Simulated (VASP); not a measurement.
# Sb2Te4O (F-43m) in VASP: notebook

One crystal, Sb2Te4O, is run at these levels: PBE; tasks: relaxation of cell and atoms.

Program: VASP 6.6.1. These are calculated values, not measurements. Logs are shortened: lines on timing, memory, paths and dates and some standing lists are left out, and cuts for length are marked.

**1. Starting point**

The structure is cubic, space group F-43m (No. 216). Conventional cell: a = 9.968 Å, b = 9.968 Å, c = 9.968 Å, α = 90.00°, β = 90.00°, γ = 90.00°. Around Sb (site symmetry -43m) lie 4 Te at 2.12 Å. Sb (site symmetry -43m) is surrounded by 12 Te at 4.13 Å and 4 Sb at 4.32 Å. Te (site symmetry 3m) is surrounded by 1 Sb at 2.12 Å and 1 O at 2.20 Å. O (site symmetry -43m) is surrounded by 4 Te at 2.20 Å.

The cell was built by a generator and needn't be a form met in nature.

**2. Relaxation of cell and atoms, PBE**

The input, INCAR:

```
PREC = Normal
ENCUT = 520
EDIFF = 1E-4
ISMEAR = 0
SIGMA = 0.15
LREAL = F
LASPH = T
NELM = 60
ALGO = Fast
ISIF = 3
LWAVE = F
LCHARG = F
GGA = PE
IBRION = 2
NSW = 24
EDIFFG = -0.08
KPAR = 2
```

The input, KPOINTS:

```
regular mesh
0
Gamma
  3 3 3
```

The input, POSCAR:

```
Sb2Te4O
1.0
    0.0000000000      4.9840096900      4.9840096900
    4.9840096900      0.0000000000      4.9840096900
    4.9840096900      4.9840096900      0.0000000000
Sb Te O
2 4 1
Direct
    0.5000000000      0.5000000000      0.5000000000
    0.7500000000      0.7500000000      0.7500000000
    0.3771951700      0.8684144900      0.3771951700
    0.3771951700      0.3771951700      0.3771951700
    0.8684144900      0.3771951700      0.3771951700
    0.3771951700      0.3771951700      0.8684144900
    0.2500000000      0.2500000000      0.2500000000
```

Potentials or basis: VASP PAW PBE potentials, release 64 (Sb, Te, O).

Launch:

```sh
cat potpaw_PBE.64/Sb/POTCAR potpaw_PBE.64/Te/POTCAR potpaw_PBE.64/O/POTCAR > POTCAR
mpirun -np 2 vasp_std > vasp.out
```

OUTCAR:

```text
PREC = Normal
   ENCUT = 520
   EDIFF = 1E-4
   ISMEAR = 0
   LREAL = F
   LASPH = T
   NELM = 60
   ISIF = 3
   GGA = PE
   IBRION = 2
   NSW = 24
   EDIFFG = -0.08

 ion  position               nearest neighbor table
   1  0.500  0.500  0.500-   3 2.12   4 2.12   5 2.12   6 2.12
   2  0.750  0.750  0.750-
   3  0.377  0.868  0.377-   1 2.12   7 2.20   5 3.46   6 3.46   4 3.46   6 3.59   4 3.59   5 3.59

   4  0.377  0.377  0.377-   1 2.12   7 2.20   5 3.46   6 3.46   3 3.46   6 3.59   3 3.59   5 3.59

   5  0.868  0.377  0.377-   1 2.12   7 2.20   4 3.46   6 3.46   3 3.46   3 3.59   4 3.59   6 3.59

   6  0.377  0.377  0.868-   1 2.12   7 2.20   4 3.46   5 3.46   3 3.46   4 3.59   3 3.59   5 3.59

   7  0.250  0.250  0.250-   3 2.20   4 2.20   5 2.20   6 2.20

  LATTYP: Found a face centered cubic cell.
 ALAT       =     9.9680193800

  Lattice vectors:

 A1 = (   0.0000000000,   4.9840096900,   4.9840096900)
 A2 = (   4.9840096900,   0.0000000000,   4.9840096900)
 A3 = (   4.9840096900,   4.9840096900,   0.0000000000)

Analysis of symmetry for initial positions (statically):
=====================================================================
 Subroutine PRICEL returns:
 Original cell was already a primitive cell.

 Routine SETGRP: Setting up the symmetry group for a
 face centered cubic supercell.

 Subroutine GETGRP returns: Found 24 space group operations
 (whereof 24 operations were pure point group operations)
 out of a pool of 48 trial point group operations.

The static configuration has the point symmetry T_d .

Analysis of symmetry for dynamics (positions and initial velocities):
=====================================================================
 Subroutine PRICEL returns:
 Original cell was already a primitive cell.

 Routine SETGRP: Setting up the symmetry group for a
 face centered cubic supercell.

 Subroutine GETGRP returns: Found 24 space group operations
 (whereof 24 operations were pure point group operations)
 out of a pool of 48 trial point group operations.

The dynamic configuration has the point symmetry T_d .

 Subroutine INISYM returns: Found 24 space group operations
 (whereof 24 operations are pure point group operations),
 and found     1 'primitive' translations

----------------------------------------------------------------------------------------

                                     Primitive cell

  volume of cell :     247.6091

  direct lattice vectors                    reciprocal lattice vectors
     0.000000000  4.984009690  4.984009690    -0.100320832  0.100320832  0.100320832
     4.984009690  0.000000000  4.984009690     0.100320832 -0.100320832  0.100320832
     4.984009690  4.984009690  0.000000000     0.100320832  0.100320832 -0.100320832

  length of vectors
     7.048454099  7.048454099  7.048454099     0.173760778  0.173760778  0.173760778

  position of ions in fractional coordinates (direct lattice)
     0.500000000  0.500000000  0.500000000
     0.750000000  0.750000000  0.750000000
     0.377195170  0.868414490  0.377195170
     0.377195170  0.377195170  0.377195170
     0.868414490  0.377195170  0.377195170
     0.377195170  0.377195170  0.868414490
     0.250000000  0.250000000  0.250000000

  ion indices of the primitive-cell ions
   primitive index   ion index
                 1           1
                 2           2
                 3           3
                 4           4
                 5           5
                 6           6
                 7           7

----------------------------------------------------------------------------------------

 KPOINTS: regular mesh

Automatic generation of k-mesh.
 Grid dimensions read from file:
 generate k-points for:    3    3    3

 Generating k-lattice:

  Cartesian coordinates                     Fractional coordinates (reciprocal lattice)
    -0.033440277  0.033440277  0.033440277     0.333333333  0.000000000  0.000000000
     0.033440277 -0.033440277  0.033440277     0.000000000  0.333333333  0.000000000
     0.033440277  0.033440277 -0.033440277     0.000000000  0.000000000  0.333333333

  Length of vectors
     0.057920259  0.057920259  0.057920259

  Shift w.r.t. Gamma in fractional coordinates (k-lattice)
     0.000000000  0.000000000  0.000000000

 Subroutine IBZKPT returns following result:
 ===========================================

 Found      4 irreducible k-points:

 Following reciprocal coordinates:
            Coordinates               Weight
  0.000000  0.000000  0.000000      1.000000
  0.333333  0.000000  0.000000      8.000000
  0.333333  0.333333  0.000000      6.000000
 -0.333333  0.333333  0.000000     12.000000
   k-points           NKPTS =      4   k-points in BZ     NKDIM =      4   number of bands    NBANDS=     24
   number of dos      NEDOS =    301   number of ions     NIONS =      7
   total plane-waves  NPLWV =  64000
   dimension x,y,z NGX =    40 NGY =   40 NGZ =   40
   dimension x,y,z NGXF=    80 NGYF=   80 NGZF=   80
   ions per type =               2   4   1
   NGX,Y,Z   is equivalent  to a cutoff of   9.43,  9.43,  9.43 a.u.
   NGXF,Y,Z  is equivalent  to a cutoff of  18.87, 18.87, 18.87 a.u.
 SYSTEM =  unknown system
   PREC   = normal    normal or accurate (medium, high low for compatibility)
   ISTART =      0    job   : 0-new  1-cont  2-samecut
   ICHARG =      2    charge: 1-file 2-atom 10-const
   ISPIN  =      1    spin polarized calculation?
   LNONCOLLINEAR =      F non collinear calculations
   LSORBIT =      F    spin-orbit coupling
   LASPH  =      T    aspherical Exc in radial PAW
   ENCUT  =  520.0 eV  38.22 Ry    6.18 a.u.  13.11 13.11 13.11*2*pi/ulx,y,z
   NELM   =     60;   NELMIN=  2; NELMDL= -5     # of ELM steps
   EDIFF  = 0.1E-03   stopping-criterion for ELM
   LREAL  =      F    real-space projection
   EDIFFG = -.8E-01   stopping-criterion for IOM
   NSW    =     24    number of steps for IOM
   IBRION =      2    ionic relax: 0-MD 1-quasi-New 2-CG
   NFREE  =      1    steps in history (QN), initial steepest desc. (CG)
   ISIF   =      3    stress and relaxation
   ISYM   =      2    0-nonsym 1-usesym 2-fastsym
   POTIM  = 0.5000    time-step for ionic-motion
   TEBEG  =    0.0;   TEEND  =   0.0 temperature during run
   PSTRESS=    0.0 pullay stress
   NELECT =      40.0000    total number of electrons
   NUPDOWN=      -1.0000    fix difference up-down
   EMIN   =  10.00;   EMAX   =-10.00  energy-range for DOS
   EFERMI =   0.00;   METHOD = LEGACY
   ISMEAR =     0;   SIGMA  =   0.15  broadening in eV -4-tet -1-fermi 0-gaus
   EFERMI_NEDOS =   21; number of points for ismear=-14 and -15
   IALGO  =     68    algorithm
   IMIX   =      4    mixing-type and parameters
     AMIX     =   0.40;   BMIX     =  1.00
     AMIX_MAG =   1.60;   BMIX_MAG =  1.00
  volume/ion in A,a.u.               =      35.37       238.71
  Fermi-wavevector in a.u.,A,eV,Ry     =   0.891605  1.684890 10.816086  0.794960
  Thomas-Fermi vector in A             =   2.013447
   LORBIT       =      0    0 simple, 1 ext, 2 COOP (PROOUT), +10 PAW based schemes
   GGA     = PE    functional components
   LHFCALC =     F    Hartree Fock is set to
   AEXX    =    0.0000 exact exchange contribution
   IVDW    =     0    specifies the selected vdW correction
   LEPSILON=     F    determine dielectric tensor
   LRPA    =     F    only Hartree local field effects (RPA)
 conjugate gradient relaxation of ions
 non-spin polarized calculation
 RMM-DIIS sequential band-by-band and
 Gauss-broadening in eV      SIGMA  =   0.15
  energy-cutoff  :      520.00
  volume of cell :      247.61
 maximum number of plane-waves:      6698
   NGX = 27   NGY = 27   NGZ = 27

--------------------------------------- Ionic step        1  -------------------------------------------

 number of electron      40.0000004 magnetization

 Free energy of the ion-electron system (eV)
  ---------------------------------------------------
  ext. energy  EPLUGINS =         0.00000000
  ---------------------------------------------------
  free energy    TOTEN  =        -2.85858789 eV

  energy without entropy =       -2.63534243  energy(sigma->0) =       -2.74696516

------------------------ aborting loop because EDIFF is reached ----------------------------------------

  FORCE on cell =-STRESS in cart. coord.  units (eV):
  Direction    XX          YY          ZZ          XY          YZ          ZX
  --------------------------------------------------------------------------------------
  -------------------------------------------------------------------------------------
  Total       59.1157279     59.1157279     59.1157279      0.0000000     -0.0000000      0.0000000
  in kB      382.5137002    382.5137002    382.5137002      0.0000000     -0.0000000      0.0000000
  external PRESSURE =     382.5137002 kB  Pullay stress =       0.0000000 kB
[... 104 lines left out ...]
  FREE ENERGIE OF THE ION-ELECTRON SYSTEM (eV)
  ---------------------------------------------------
  free  energy   TOTEN  =       -11.9654640490 eV

  energy  without entropy=      -11.5629646866  energy(sigma->0) =      -11.76421437

 E-fermi :  -0.2238     XC(G=0):  -5.9340

 val. band max:       -0.2627468056   @ k =   0.3333   0.0000   0.0000
 cond. band min:      -0.2218822087   @ k =  -0.3333   0.3333   0.0000
 fundamental gap:      0.0408645969
 Fermi energy:        -0.2237853888

 k-point     1 :       0.0000    0.0000    0.0000
  band No.  band energies     occupation
      1     -19.2288      2.00000
      2     -11.0258      2.00000
      3     -10.5398      2.00000
      4     -10.5397      2.00000
      5     -10.5397      2.00000
      6      -8.4497      2.00000
[... 97 lines left out ...]
     23       0.0220      0.02050
     24       0.2169      0.00003

[... ionic steps 4 to 11 ...]

--------------------------------------- Ionic step       12  -------------------------------------------

 number of electron      39.9999940 magnetization

------------------------ aborting loop because EDIFF is reached ----------------------------------------

  FORCE on cell =-STRESS in cart. coord.  units (eV):
  Direction    XX          YY          ZZ          XY          YZ          ZX
  --------------------------------------------------------------------------------------
  -------------------------------------------------------------------------------------
  Total        1.1450450      1.1450450      1.1450450     -0.0000000      0.0000000     -0.0000000
  in kB        4.8021148      4.8021148      4.8021148     -0.0000000      0.0000000     -0.0000000
  external PRESSURE =       4.8021148 kB  Pullay stress =       0.0000000 kB
[... 67 lines left out ...]
  energy  without entropy=      -19.2203767567  energy(sigma->0) =      -19.35411296

--------------------------------------- Ionic step       14  -------------------------------------------

 number of electron      39.9999940 magnetization

 Free energy of the ion-electron system (eV)
  ---------------------------------------------------
  ext. energy  EPLUGINS =         0.00000000
  ---------------------------------------------------
  free energy    TOTEN  =       -19.49692528 eV

  energy without entropy =      -19.22659358  energy(sigma->0) =      -19.36175943

 E-fermi :   0.3609     XC(G=0):  -6.2776

 val. band max:        0.3228343868   @ k =  -0.3333   0.3333   0.0000
 cond. band min:       0.3655341883   @ k =  -0.3333   0.3333   0.0000
 fundamental gap:      0.0426998016
 Fermi energy:         0.3608719379

 k-point     1 :       0.0000    0.0000    0.0000
  band No.  band energies     occupation
      1     -18.8484      2.00000
      2     -11.0232      2.00000
      3     -10.1268      2.00000
      4     -10.1267      2.00000
      5     -10.1267      2.00000
      6      -7.8873      2.00000
[... 131 lines left out ...]
  FREE ENERGIE OF THE ION-ELECTRON SYSTEM (eV)
  ---------------------------------------------------
  free  energy   TOTEN  =       -19.4969252780 eV

  energy  without entropy=      -19.2265935777  energy(sigma->0) =      -19.36175943

 reached required accuracy - stopping structural energy minimisation
```

Wall time 3.7 min (2 MPI ranks of Intel Xeon Platinum 8375C at 2.90GHz (Ice Lake), shared host); peak memory 0.26 GiB.

Results:

* Free energy: -19.4969 eV
* Relaxed volume: 55.73 Å³/atom
* Relaxed cell: a = 8.202 Å, b = 8.202 Å, c = 8.202 Å, α = 60.00°, β = 60.00°, γ = 60.00°
* Space group after relaxing (to 0.05 Å): F-43m (No. 216)
* Energy gained by relaxing: 2376.9 meV/atom
* Ionic steps: 14
* Pressure after relaxing: 0.1 GPa
* Largest force after relaxing: 0.016 eV/Å
* Band gap on the k mesh: none (metal or under the smearing width)

Forces in eV/Å, atoms in the order of the input:
```
Sb   0.000  0.000  0.000
Sb   0.000  0.000  0.000
Te   0.009 -0.009  0.009
Te  -0.009 -0.009 -0.009
Te  -0.009  0.009  0.009
Te   0.009  0.009 -0.009
O    0.000  0.000  0.000
```

Step by step:
```
step  energy change (eV)  largest force (eV/Å)  pressure (GPa)  volume (Å³)
   1              0.0000               17.5999           38.25       247.61
   2             -6.9526                7.0219            1.09       690.29
   3             -9.1069                5.8507            0.81       620.53
   4            -10.6187                5.2066            0.70       568.90
   5            -15.0006                3.9313            2.66       386.26
   6            -14.7843                1.9322            8.42       311.82
   7            -15.1592                3.7816            4.00       363.54
   8            -15.2233                3.5638            4.20       354.37
   9            -16.3323                0.3722           -1.83       432.30
  10            -16.4378                0.8348           -0.83       410.87
  11            -16.5817                0.5370           -0.32       397.43
  12            -16.6254                0.0646            0.48       382.03
  13            -16.6293                0.1849            0.36       385.43
  14            -16.6383                0.0159            0.05       390.13
```

Final structure:
```cif
data_structure
_symmetry_space_group_name_H-M 'P 1'
_symmetry_Int_Tables_number 1
_cell_length_a 8.2018
_cell_length_b 8.2018
_cell_length_c 8.2018
_cell_angle_alpha 60.000
_cell_angle_beta 60.000
_cell_angle_gamma 60.000
_cell_volume 390.13
loop_
_atom_site_label
_atom_site_type_symbol
_atom_site_fract_x
_atom_site_fract_y
_atom_site_fract_z
_atom_site_occupancy
Sb1 Sb 0.50000 0.50000 0.50000 1
Sb2 Sb 0.75000 0.75000 0.75000 1
Te1 Te 0.36194 0.91419 0.36194 1
Te2 Te 0.36194 0.36194 0.36194 1
Te3 Te 0.91419 0.36194 0.36194 1
Te4 Te 0.36194 0.36194 0.91419 1
O1 O 0.25000 0.25000 0.25000 1
```

Caveat: the k mesh is coarse (spacing up to 0.36 Å⁻¹), so the values aren't converged; the volume moved by over 15 % at a fixed basis, so the end points are rough; the relaxation stopped at a loose force limit of 0.08 eV/Å, so its end isn't a converged minimum.

**3. Relaxation of cell and atoms, PBE**

This run uses another cell than the first one, of 28.10 Å³/atom, 0.794 times its volume.

INCAR is that of step 2.

The input, KPOINTS:

```
regular mesh
0
Gamma
  5 5 5
```

The input, POSCAR:

```
Sb2Te4O
1.0
   -2.0500000000      2.0500000000     11.7000000000
    2.0500000000     -2.0500000000     11.7000000000
    2.0500000000      2.0500000000    -11.7000000000
Sb Te O
2 4 1
Direct
    0.5000000000      0.0000000000      0.5000000000
    0.0000000000      0.5000000000      0.5000000000
    0.2500000000      0.7500000000      0.5000000000
    0.7500000000      0.2500000000      0.5000000000
    0.4050000000      0.4050000000      0.0000000000
    0.5950000000      0.5950000000      0.0000000000
    0.0000000000      0.0000000000      0.0000000000
```

Potentials or basis: VASP PAW PBE potentials, release 64 (Sb, Te, O).

Launch:

```sh
cat potpaw_PBE.64/Sb/POTCAR potpaw_PBE.64/Te/POTCAR potpaw_PBE.64/O/POTCAR > POTCAR
mpirun -np 2 vasp_std > vasp.out
```

It took 16 min on 2 MPI ranks of Intel Xeon Platinum 8375C at 2.90GHz (Ice Lake), shared host; peak memory 0.82 GiB.

Results (log left out):

```
Free energy                            : -26.2725 eV
Relaxed volume                         : 33.99 Å³/atom
Relaxed cell                           : a = 11.832 Å, b = 11.832 Å, c = 11.832 Å, α = 157.72°, β = 157.72°, γ = 31.71°
Space group after relaxing (to 0.05 Å) : I4/mmm (No. 139)
Energy gained by relaxing              : 403.6 meV/atom
Ionic steps                            : 12
Pressure after relaxing                : -0.2 GPa
Largest force after relaxing           : 0.055 eV/Å
Band gap on the k mesh                 : none (metal or under the smearing width)
```

Forces on the atoms (eV/Å):
```
Sb   0.000  0.000  0.000
Sb   0.000  0.000  0.000
Te   0.000  0.000  0.000
Te   0.000  0.000  0.000
Te   0.000  0.000 -0.055
Te   0.000  0.000  0.055
O    0.000  0.000  0.000
```

The path:
| step | energy change (eV) | largest force (eV/Å) | pressure (GPa) | volume (Å³) |
| --- | --- | --- | --- | --- |
| 1 | 0.0000 | 1.1330 | 17.76 | 196.68 |
| 2 | -1.0221 | 1.4539 | -7.08 | 296.94 |
| 3 | -2.7131 | 0.6693 | -0.83 | 243.92 |
| 4 | -2.7146 | 0.6445 | -0.71 | 242.92 |
| 5 | -2.7145 | 0.6222 | -0.48 | 241.94 |
| 6 | -2.8004 | 0.2363 | -0.14 | 238.86 |
| 7 | -2.8227 | 0.1783 | 0.27 | 235.62 |
| 8 | -2.8233 | 0.1259 | 0.32 | 235.98 |
| 9 | -2.8230 | 0.0569 | 0.26 | 236.51 |
| 10 | -2.8233 | 0.1028 | 0.24 | 236.24 |
| 11 | -2.8234 | 0.1182 | 0.26 | 236.11 |
| 12 | -2.8255 | 0.0550 | -0.19 | 237.91 |

Final structure:
```
Sb Te O
1.0
    -2.28597    2.28597   11.38164
     2.28597   -2.28597   11.38164
     2.28597    2.28597  -11.38164
Sb Te O
2 4 1
Cartesian
  2.2860 0.0000 11.3816
  0.0000 2.2860 11.3816
  2.2860 0.0000 5.6908
  0.0000 2.2860 5.6908
  0.0000 0.0000 9.2365
  0.0000 0.0000 13.5268
  0.0000 0.0000 22.7633
```

Levels at points of the mesh, in eV from the Fermi level:
```tsv
k point	band 17	band 18	band 19	band 20	band 21	band 22	band 23	band 24
(0.00, 0.00, 0.00)	-1.13	-1.13	-0.69	0.10	0.65	1.76	1.76	2.45
```

Caveat: the k mesh is coarse (spacing up to 0.43 Å⁻¹), so the values aren't converged; the volume moved by over 15 % at a fixed basis, so the end points are rough; the relaxation stopped at a loose force limit of 0.08 eV/Å, so its end isn't a converged minimum.

(Part 1 of 2 ends here.)
